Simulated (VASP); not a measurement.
Input:

```yaml
crystal:
  lattice:
    - [3.20395, 0.00000, 0.00000]
    - [-1.60198, 2.77470, 0.00000]
    - [0.00000, 0.00000, 5.91444]
  atoms:
    - { symbol: Pt, position: [0.33333, 0.66667, 0.00801] }
    - { symbol: Pt, position: [0.66667, 0.33333, 0.50801] }
    - { symbol: C, position: [0.33333, 0.66667, 0.36699] }
    - { symbol: C, position: [0.66667, 0.33333, 0.86699] }
```

The numbers are results of PBE GGA, VASP's PBE PAW potentials (set 64) (plane waves; VASP), not measurements. Settings: 520 eV cut-off, 12×12×6 Γ-centred mesh, tetrahedra with Blöchl corrections, potentials Pt C.

For a metal the tetrahedron method with Blöchl corrections gives inexact stress and forces.

Give the force on each atom (eV/Å).

```json
[
 {"atom": "Pt1", "Fx": "0.000", "Fy": "0.000", "Fz": "-0.073"},
 {"atom": "Pt2", "Fx": "0.000", "Fy": "0.000", "Fz": "-0.073"},
 {"atom": "C3", "Fx": "0.000", "Fy": "0.000", "Fz": "0.073"},
 {"atom": "C4", "Fx": "0.000", "Fy": "0.000", "Fz": "0.073"}
]
```

Give the stress tensor in GPa (positive for a compressed cell).

```
 0.29   0.00   0.00
 0.00   0.29   0.00
 0.00   0.00  -1.21
```
The pressure is its mean diagonal, -0.21 GPa.

The structure was generated: PtC was put into the wurtzite type (P6_3mc), which need not be its known phase. It was relaxed first, which changed the volume by -10 %.
